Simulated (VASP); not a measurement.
Output of a VASP run:

### OSZICAR
```
       N       E                     dE             d eps       ncg     rms          rms(c)
DAV:   1     0.682620290231E+03    0.68262E+03   -0.31346E+04   960   0.127E+03
DAV:   2     0.627500697828E+02   -0.61987E+03   -0.60370E+03  1116   0.294E+02
DAV:   3    -0.264000263277E+02   -0.89150E+02   -0.88627E+02  1060   0.131E+02
DAV:   4    -0.305232116049E+02   -0.41232E+01   -0.41111E+01  1096   0.342E+01
DAV:   5    -0.306864891920E+02   -0.16328E+00   -0.16319E+00  1344   0.651E+00    0.612E+00
DAV:   6    -0.302279134535E+02    0.45858E+00   -0.75925E-01  1284   0.389E+00    0.393E+00
DAV:   7    -0.301942440713E+02    0.33669E-01   -0.61539E-01  1256   0.273E+00    0.112E+00
DAV:   8    -0.301945895198E+02   -0.34545E-03   -0.10915E-01  1204   0.164E+00    0.491E-01
DAV:   9    -0.301950217891E+02   -0.43227E-03   -0.46754E-03  1272   0.399E-01    0.204E-01
DAV:  10    -0.301958669010E+02   -0.84511E-03   -0.12022E-03  1208   0.131E-01    0.655E-02
DAV:  11    -0.301960689829E+02   -0.20208E-03   -0.45830E-04  1096   0.134E-01    0.372E-02
DAV:  12    -0.301960664197E+02    0.25632E-05   -0.53377E-05  1112   0.340E-02    0.244E-02
DAV:  13    -0.301960679843E+02   -0.15646E-05   -0.67195E-06  1216   0.100E-02    0.783E-03
DAV:  14    -0.301960680836E+02   -0.99337E-07   -0.28180E-06  1216   0.992E-03    0.239E-03
DAV:  15    -0.301960682528E+02   -0.16916E-06   -0.53890E-07   968   0.276E-03    0.310E-03
DAV:  16    -0.301960683330E+02   -0.80240E-07   -0.36959E-08   656   0.115E-03
   1 F= -.30196068E+02 E0= -.30196068E+02  d E =0.000000E+00
```

### OUTCAR
```
------------------------ aborting loop because EDIFF is reached ----------------------------------------
  FORCE on cell =-STRESS in cart. coord.  units (eV):
  Direction    XX          YY          ZZ          XY          YZ          ZX
  --------------------------------------------------------------------------------------
  Total       -0.1903940     -0.1903940     -0.0585164      0.0000000      0.0000000     -0.0000000
  in kB       -0.6688148     -0.6688148     -0.2055560      0.0000000      0.0000000     -0.0000000
  external PRESSURE =      -0.5143952 kB  Pullay stress =       0.0000000 kB
  volume of cell :      456.10
      direct lattice vectors                 reciprocal lattice vectors
     8.542771845  0.000000000  0.000000000     0.117058025  0.000000000  0.000000000
     0.000000000  8.542771845  0.000000000     0.000000000  0.117058025  0.000000000
     0.000000000  0.000000000  6.249718292     0.000000000  0.000000000  0.160007212
 POSITION                                       TOTAL-FORCE (eV/Angst)
 -----------------------------------------------------------------------------------
      0.00000      4.27139      0.00000         0.000000      0.000000      0.000000
      4.27139      0.00000      0.00000         0.000000      0.000000      0.000000
      4.27139      4.27139      3.12486         0.000000      0.000000      0.000000
      0.00000      0.00000      3.12486         0.000000      0.000000      0.000000
      6.89009      5.92407      3.12486        -0.000780      0.000780     -0.000000
      1.65268      2.61871      3.12486         0.000780     -0.000780      0.000000
      2.61871      6.89009      3.12486        -0.000780     -0.000780      0.000000
      5.92407      1.65268      3.12486         0.000780      0.000780      0.000000
      4.27139      4.27139      0.00000         0.000000      0.000000      0.000000
      0.00000      0.00000      0.00000         0.000000      0.000000      0.000000
 -----------------------------------------------------------------------------------
    total drift:                                0.000000      0.000000      0.000000
  FREE ENERGIE OF THE ION-ELECTRON SYSTEM (eV)
  ---------------------------------------------------
  free  energy   TOTEN  =       -30.1960683330 eV

  energy  without entropy=      -30.1960683330  energy(sigma->0) =      -30.19606833

 total charge

# of ion       s       p       d       tot
------------------------------------------
    1        1.850   4.695   0.021   6.565
    2        1.850   4.695   0.021   6.565
    3        1.410   0.632   9.993  12.034
    4        1.410   0.632   9.993  12.034
    5        1.508   2.779   0.012   4.298
    6        1.508   2.779   0.012   4.298
    7        1.508   2.779   0.012   4.298
    8        1.508   2.779   0.012   4.298
    9        1.506   2.778   0.010   4.294
   10        1.506   2.778   0.010   4.294
--------------------------------------------------
tot         15.562  27.323  20.094  62.979

 Electric field gradients after diagonalization (V/A^2)
 (convention: |V_zz| > |V_xx| > |V_yy|)
----------------------------------------------------------------------
 ion       V_xx      V_yy      V_zz     asymmetry (V_yy - V_xx)/ V_zz
----------------------------------------------------------------------
   1     -26.652    -8.734    35.386       0.506
   2     -26.652    -8.734    35.386       0.506
   3     -10.772   -10.772    21.544       0.000
   4     -10.772   -10.772    21.544       0.000
   5    -182.913  -182.101   365.015       0.002
   6    -182.913  -182.101   365.015       0.002
   7    -182.913  -182.101   365.015       0.002
   8    -182.913  -182.101   365.015       0.002
   9    -184.179  -184.179   368.358       0.000
  10    -184.179  -184.179   368.358       0.000
```
(Selected blocks of OUTCAR.)

**POSCAR**
```
CsSnI3
1
    8.5427718452     0.0000000000     0.0000000000
    0.0000000000     8.5427718452     0.0000000000
    0.0000000000     0.0000000000     6.2497182920
Cs Sn I
2 2 6
Direct
  0.0000000000   0.5000000000   0.0000000000
  0.5000000000   0.0000000000   0.0000000000
  0.5000000000   0.5000000000   0.5000000000
  0.0000000000   0.0000000000   0.5000000000
  0.8065405615   0.6934594385   0.5000000000
  0.1934594385   0.3065405615   0.5000000000
  0.3065405615   0.8065405615   0.5000000000
  0.6934594385   0.1934594385   0.5000000000
  0.5000000000   0.5000000000   0.0000000000
  0.0000000000   0.0000000000   0.0000000000
```

### Question
Reconstruct the remaining input files.

### Answer
Several could match; the one computed here: the input of the run itself, PBEsol GGA, plane waves, VASP's PBE PAW potentials (set 64).

INCAR:
```
LREAL = .FALSE.   ! projection in real space or not
ISMEAR = -5   ! tetrahedra, Bloechl
SYSTEM = CsSnI3
ISIF = 2
GGA = PS   ! PBEsol
PREC = Accurate
LORBIT = 11   ! lm-projected
LCHARG = .TRUE.
NELM = 100
ENCUT = 400   ! plane-wave cut-off (eV)
NEDOS = 601   ! DOS grid
LASPH = .TRUE.   ! aspherical one-centre terms
LWAVE = .FALSE.
LMAXMIX = 4   ! l cut-off of mixed one-centre charges
LEFG = .TRUE.
EDIFF = 1E-7
ALGO = Normal
```

File KPOINTS:
```
Automatic mesh
0
Gamma
3 3 4
0 0 0
```

POTCAR, in this order: Cs_sv Sn_d I (PBE.64 set). Program: vasp_std.

The structure comes from a computed database's CsSnI3 entry (P4/mbm); how it stands against other phases isn't given here. It was relaxed first.
